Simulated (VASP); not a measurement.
## Lattice of Si2Mo across functionals and dispersion corrections

Which functional gives the lattice of Si2Mo as experiment finds it, and is a dearer one worth its cost? The levels: LDA, PBEsol, PBE, r2SCAN, PBE + D3(BJ), r2SCAN + rVV10, optB88-vdW and r2SCAN + D4. LASPH is on for some levels and off for others; the table marks which. The start is a cell from a database of measured crystal structures.

Method: LDA; plane waves and PAW (Si, Mo_sv), in the first sound run; inputs show where later runs differ, in VASP 6.6.1.

Experimental background.

“Giant magnetoresistance, Fermi surface topology, Shoenberg effect and vanishing quantum oscillations in type-II Dirac semimetal candidates MoSi2 and WSi2” (2022, arxiv:2202.05362) reports for MoSi2, tetragonal MoSi2-type, by powder X-ray diffraction (Czochralski-grown material): lattice constant a 3.20519 Å; lattice constant c 7.84461 Å.

The database entry behind the starting cell is an old determination (1927), so it need not match the best structure at ambient conditions.

**1. Starting point**

Before any relaxation, the start is as follows. It takes space group I4/mmm (No. 139, tetragonal). Conventional cell: a = 3.200 Å, b = 3.200 Å, c = 7.861 Å, α = 90.00°, β = 90.00°, γ = 90.00°. Nearest to Si lie 5 Si at 2.61 to 2.63 Å and 5 Mo at 2.62 Å. Nearest to Mo lie 10 Si at 2.62 Å. Farther neighbours are not listed.

Coordinates:

```cif
data_structure
_symmetry_space_group_name_H-M 'I4/mmm'
_symmetry_Int_Tables_number 139
_cell_length_a 3.2000
_cell_length_b 3.2000
_cell_length_c 7.8610
_cell_angle_alpha 90.000
_cell_angle_beta 90.000
_cell_angle_gamma 90.000
_cell_volume 80.50
loop_
_atom_site_label
_atom_site_type_symbol
_atom_site_symmetry_multiplicity
_atom_site_Wyckoff_symbol
_atom_site_fract_x
_atom_site_fract_y
_atom_site_fract_z
_atom_site_occupancy
Si1 Si 4 e 0.00000 0.00000 0.33300 1
Mo1 Mo 2 a 0.00000 0.00000 0.00000 1
```

**2. Relaxation with LDA**

Properties are meant for the cell that this level of theory prefers, so cell and atoms are relaxed first (ISIF = 3) until forces and stress are small; EDIFFG sets the threshold. LDA, the lowest rung, knows the local density alone.

INCAR

```
SYSTEM = Si2Mo
PREC = Accurate
ENCUT = 520
EDIFF = 1E-06
NELM = 100
ISMEAR = -1
SIGMA = 0.05
LREAL = .FALSE.
ALGO = Normal
GGA = CA
NBANDS = 17
LORBIT = 11
LWAVE = .FALSE.
LCHARG = .FALSE.
KPAR = 4
IBRION = 2
NSW = 60
ISIF = 3
EDIFFG = -0.01
```

POSCAR

```
Si2Mo
1.0
   -1.6000000000      1.6000000000      3.9305000000
    1.6000000000     -1.6000000000      3.9305000000
    1.6000000000      1.6000000000     -3.9305000000
Si Mo
2 1
Direct
    0.3330000000      0.3330000000      0.0000000000
    0.6670000000      0.6670000000      0.0000000000
    0.0000000000      0.0000000000      0.0000000000
```

KPOINTS

```
Automatic mesh
0
Gamma
10 10 10
0 0 0
```

The projector-augmented-wave data sets are Si and Mo_sv (PBE family, release 64).

On the command line:

```bash
> mpirun -np 4 vasp_std
```

What it wrote:

```text
[banner, memory and clock lines left out]
running    4 mpi-ranks, on    1 nodes
 distrk:  each k-point on    1 cores,    4 groups
 distr:  one band on    1 cores,    1 groups

 POSCAR found type information on POSCAR SiMo
 POSCAR found :  2 types and       3 ions
|                                                                             |
|               ----> ADVICE to this user running VASP <----                  |
|                                                                             |
|     You enforced a specific xc type in the INCAR file but a different       |
|     [... a line on the potential file left out ...]
|     I HOPE YOU KNOW WHAT YOU ARE DOING!                                     |
|                                                                             |

 LDA part: xc-table for (Slater(with rela. corr.)+CA(PZ))
 , standard interpolation
 POSCAR, INCAR and KPOINTS ok, starting setup
 FFT: planning ... GRIDC
 FFT: planning ... GRID_SOFT
 FFT: planning ... GRID
 WAVECAR not read
 entering main loop
       N       E                     dE             d eps       ncg     rms          rms(c)
DAV:   1     0.121561618422E+03    0.12156E+03   -0.11334E+04  3468   0.123E+03
DAV:   2    -0.238036432712E+02   -0.14537E+03   -0.14276E+03  4247   0.311E+02
DAV:   3    -0.267635761593E+02   -0.29599E+01   -0.29314E+01  4313   0.402E+01
DAV:   4    -0.267791059905E+02   -0.15530E-01   -0.15520E-01  4273   0.325E+00
DAV:   5    -0.267792063583E+02   -0.10037E-03   -0.10035E-03  4330   0.267E-01    0.227E+01
DAV:   6    -0.259464958406E+02    0.83271E+00   -0.70561E+00  3720   0.173E+01    0.438E+00
DAV:   7    -0.257951393210E+02    0.15136E+00   -0.11074E+00  3668   0.647E+00    0.457E+00
DAV:   8    -0.257533963030E+02    0.41743E-01   -0.11812E-01  3755   0.252E+00    0.475E-01
DAV:   9    -0.257522311896E+02    0.11651E-02   -0.24901E-03  4435   0.376E-01    0.227E-01
DAV:  10    -0.257521081480E+02    0.12304E-03   -0.60040E-04  3885   0.215E-01    0.488E-02
DAV:  11    -0.257521002610E+02    0.78870E-05   -0.18800E-04  3851   0.103E-01    0.459E-02
DAV:  12    -0.257520941795E+02    0.60815E-05   -0.30856E-05  3704   0.399E-02    0.704E-03
DAV:  13    -0.257520941720E+02    0.74929E-08   -0.58934E-07  1969   0.644E-03
   1 F= -.25752094E+02 E0= -.25750387E+02  d E =-.257521E+02
 curvature:   0.00 expect dE= 0.000E+00 dE for cont linesearch  0.000E+00
 trial: gam= 0.00000 g(F)=  0.145E-01 g(S)=  0.683E-01 ort = 0.000E+00 (trialstep = 0.100E+01)
 search vector abs. value=  0.827E-01
 bond charge predicted
       N       E                     dE             d eps       ncg     rms          rms(c)
DAV:   1    -0.265110724227E+02   -0.75898E+00   -0.17632E+01  3627   0.428E+01    0.128E+01
DAV:   2    -0.258239253179E+02    0.68715E+00   -0.47307E+00  3566   0.170E+01    0.261E+00
DAV:   3    -0.257434616343E+02    0.80464E-01   -0.32794E-01  3574   0.327E+00    0.915E-01
DAV:   4    -0.257305247594E+02    0.12937E-01   -0.41352E-02  3699   0.190E+00    0.851E-01
DAV:   5    -0.257305355410E+02   -0.10782E-04   -0.23718E-03  4255   0.402E-01    0.372E-01
DAV:   6    -0.257306030503E+02   -0.67509E-04   -0.41110E-04  3861   0.122E-01    0.187E-02
DAV:   7    -0.257306002992E+02    0.27511E-05   -0.18411E-05  3964   0.282E-02    0.988E-03
DAV:   8    -0.257306002305E+02    0.68685E-07   -0.10433E-06  2510   0.677E-03
   2 F= -.25730600E+02 E0= -.25729396E+02  d E =0.214939E-01
[...]
3 F= -.25769153E+02 E0= -.25767629E+02  d E =-.170586E-01
[...]
4 F= -.25771840E+02 E0= -.25770537E+02  d E =-.268759E-02
 trial-energy change:   -0.002688  1 .order   -0.002688   -0.004763   -0.000613
 step:   1.0112(harm=  1.0112)  dis= 0.01163  next Energy=   -25.771886 (dE=-0.273E-02)
 bond charge predicted
       N       E                     dE             d eps       ncg     rms          rms(c)
DAV:   1    -0.257719328635E+02   -0.92381E-04   -0.22784E-03  3545   0.385E-01    0.718E-02
DAV:   2    -0.257718936128E+02    0.39251E-04   -0.43513E-04  3801   0.147E-01    0.290E-02
DAV:   3    -0.257718861326E+02    0.74803E-05   -0.32412E-05  3813   0.334E-02    0.103E-02
DAV:   4    -0.257718853659E+02    0.76669E-06   -0.32882E-06  3477   0.149E-02
   5 F= -.25771885E+02 E0= -.25770616E+02  d E =-.273263E-02
 curvature:  -0.53 expect dE=-0.507E-05 dE for cont linesearch -0.157E-09
 trial: gam=-0.00134 g(F)=  0.120E-08 g(S)=  0.953E-05 ort = 0.130E-05 (trialstep = 0.907E+00)
 search vector abs. value=  0.954E-05
 reached required accuracy - stopping structural energy minimisation
```

Run time: 36 s. Hardware: 4 MPI ranks of Intel Xeon 6975P-C (Granite Rapids), shared host; peak memory 0.87 GiB; 2.3 min of CPU time.

The logs omit lines about the potential files and the build; timing stands in the text.

Parts of OUTCAR (step 2):

```text
ion  position               nearest neighbor table
   1  0.333  0.333  0.000-   2 2.61   2 2.61   2 2.61   2 2.61   3 2.62   3 2.62   3 2.62   3 2.62
                             3 2.62   2 2.63
   2  0.667  0.667  0.000-   1 2.61   1 2.61   1 2.61   1 2.61   3 2.62   3 2.62   3 2.62   3 2.62
                             3 2.62   1 2.63
   3  0.000  0.000  0.000-   2 2.62   1 2.62   2 2.62   1 2.62   2 2.62   1 2.62   1 2.62   2 2.62
                             1 2.62   2 2.62

  LATTYP: Found a body centered tetragonal cell.
 ALAT       =     3.2000000000
 C/A-ratio  =     2.4565625000

 Subroutine GETGRP returns: Found 16 space group operations
 (whereof 16 operations were pure point group operations)

The static configuration has the point symmetry D_4h.

 Found    102 irreducible k-points:

   k-points           NKPTS =    102   k-points in BZ     NKDIM =    102   number of bands    NBANDS=     17

   dimension x,y,z NGX =    36 NGY =   36 NGZ =   36
   dimension x,y,z NGXF=    72 NGYF=   72 NGZF=   72

   ENCUT  =  520.0 eV  38.22 Ry    6.18 a.u.   8.43  8.43  8.43*2*pi/ulx,y,z

   NELECT =      22.0000    total number of electrons

 k-points in reciprocal lattice and weights: Automatic mesh
   0.00000000  0.00000000  0.00000000       0.001
   0.10000000  0.00000000 -0.00000000       0.008
   0.20000000  0.00000000 -0.00000000       0.008
   0.30000000  0.00000000 -0.00000000       0.008
   0.40000000  0.00000000  0.00000000       0.008
   0.50000000  0.00000000 -0.00000000       0.004
   0.10000000  0.10000000 -0.00000000       0.008
   0.20000000  0.10000000  0.00000000       0.016
   0.30000000  0.10000000 -0.00000000       0.016
[...]
-0.40000000 -0.40000000  0.40000000       0.002
   0.50000000  0.50000000  0.50000000       0.001

 average (electrostatic) potential at core
       1 -76.7206       2 -76.7206       3 -68.5658

 E-fermi :  12.2858

 k-point     1 :       0.0000    0.0000    0.0000
  band No.  band energies     occupation
    ...
      6       5.8294      2.00000
      7       8.9690      2.00000
      8       9.1554      2.00000
      9       9.6712      2.00000
     10       9.6712      2.00000
     11      12.7153      0.00037
     12      15.5759      0.00000
     13      15.5988      0.00000
     14      15.8981      0.00000
     15      15.8981      0.00000
    ...

 k-point     2 :       0.1000    0.0000   -0.0000
  band No.  band energies     occupation
    ...
      7       8.3255      2.00000
      8       9.1744      2.00000
      9       9.7932      2.00000
     10      10.0148      2.00000
     11      12.1893      1.74656
     12      14.9105      0.00000
     13      15.1697      0.00000
     14      16.0066      0.00000
     15      16.4229      0.00000
     16      16.9582      0.00000
    ...

 k-point     3 :       0.2000    0.0000   -0.0000
  band No.  band energies     occupation
    ...
      7       7.4772      2.00000
      8       9.0730      2.00000
      9      10.1197      2.00000
     10      10.2211      2.00000
     11      11.3190      2.00000
     12      14.0570      0.00000
     13      14.5881      0.00000
     14      16.6965      0.00000
     15      16.7065      0.00000
     16      17.5328      0.00000
    ...

  Total       -0.0071711     -0.0071711      0.0221308      0.0000000     -0.0000000      0.0000000
  in kB       -0.2911741     -0.2911741      0.8985977      0.0000000     -0.0000000      0.0000000
  external PRESSURE =       0.1054165 kB  Pullay stress =       0.0000000 kB

  energy-cutoff  :      520.00
  volume of cell :       39.46
      direct lattice vectors                 reciprocal lattice vectors
    -1.591149843  1.591149843  3.896365259     0.000000000  0.314238161  0.128324725
     1.591149843 -1.591149843  3.896365259     0.314238161  0.000000000  0.128324725
     1.591149843  1.591149843 -3.896365259     0.314238161  0.314238161  0.000000000

 POSITION                                       TOTAL-FORCE (eV/Angst)
 -----------------------------------------------------------------------------------
      0.00000      0.00000      2.61386         0.000000      0.000000     -0.000112
      0.00000      0.00000      5.17887        -0.000000     -0.000000      0.000112
      0.00000      0.00000      0.00000        -0.000000     -0.000000      0.000000
 -----------------------------------------------------------------------------------
    total drift:                                0.000000     -0.000000      0.000000

  FREE ENERGIE OF THE ION-ELECTRON SYSTEM (eV)
  ---------------------------------------------------
  free  energy   TOTEN  =       -25.7718853659 eV

  energy  without entropy=      -25.7693458711  energy(sigma->0) =      -25.77061562

 reached required accuracy - stopping structural energy minimisation

 total charge
# of ion       s       p       d       tot
------------------------------------------
    1        0.743   0.891   0.000   1.635
    2        0.743   0.891   0.000   1.635
    3        2.294   6.215   4.255  12.764
--------------------------------------------------
tot          3.780   7.998   4.255  16.033

[... 3 further parts left out ...]
```

The PAW data sets were made with PBE, though LDA sets exist; this is a small mismatch. The run keeps the 16 symmetry operations of its start, so it cannot find a distortion of lower symmetry.

The steps of the relaxation:

```csv
step,energy less that of the first step (eV),largest force (eV/Å),pressure (GPa),volume (Å³)
1,0.0000,0.3876,-4.66,40.25
2,0.0215,0.0924,9.24,38.02
3,-0.0171,0.2181,0.51,39.34
4,-0.0197,0.0284,0.06,39.44
5,-0.0198,0.0001,0.01,39.46
```

```
conventional cell, symmetrised  before  after  change
                         a (Å)   3.200  3.182  -0.6 %
                         b (Å)   3.200  3.182  -0.6 %
                         c (Å)   7.861  7.793  -0.9 %
              volume (Å³/atom)   13.42  13.15  -2.0 %
```

The atoms that moved most (Å, as changes of fractional coordinates times the final cell):

```
atom     dx     dy      dz  length
 Si1  0.000  0.000   0.019   0.019
 Si2  0.000  0.000  -0.019   0.019
```

Final coordinates:

```xyz
3
Lattice="-1.5911 1.5911 3.8964 1.5911 -1.5911 3.8964 1.5911 1.5911 -3.8964" Properties=species:S:1:pos:R:3 pbc="T T T"
Si    0.0000    0.0000    2.6139
Si    0.0000    0.0000    5.1789
Mo    0.0000    0.0000    0.0000
```

This step gave:

```
electrons                       : 22
bands                           : 17
irreducible k-points            : 102
symmetry operations             : 16
free energy (TOTEN)             : -25.77 eV
energy at zero smearing         : -25.77 eV
Fermi energy                    : 12.29 eV
pressure                        : 0.01054 GPa
metallic                        : yes
SCF cycles over all ionic steps : 39
```

It ends with forces under 0.001 eV/Å and a pressure of 0.01 GPa. The volume lies -2.0 % from that of the database's start, which holds the thermal and zero-point expansion of its experiment. The conventional cell has a = 3.182 and c = 7.793 Å.

(Part 1 of 3 ends here.)

[Lines on the potential files, build, host, timing and source positions are cut from VASP's logs without a mark.]

[Logs are printed without paths, hosts, clocks, repeated set-up lines and the standing remarks that a program may print on its own settings, such as how far it seeks lower states.]

[Hosts, paths, dates, database ids (printed as entryN), source tags and the programs' standing remarks are cut or masked in the printed files.]

[A measured line is paired with the nearest computed mode of its activity, which favours agreement.]
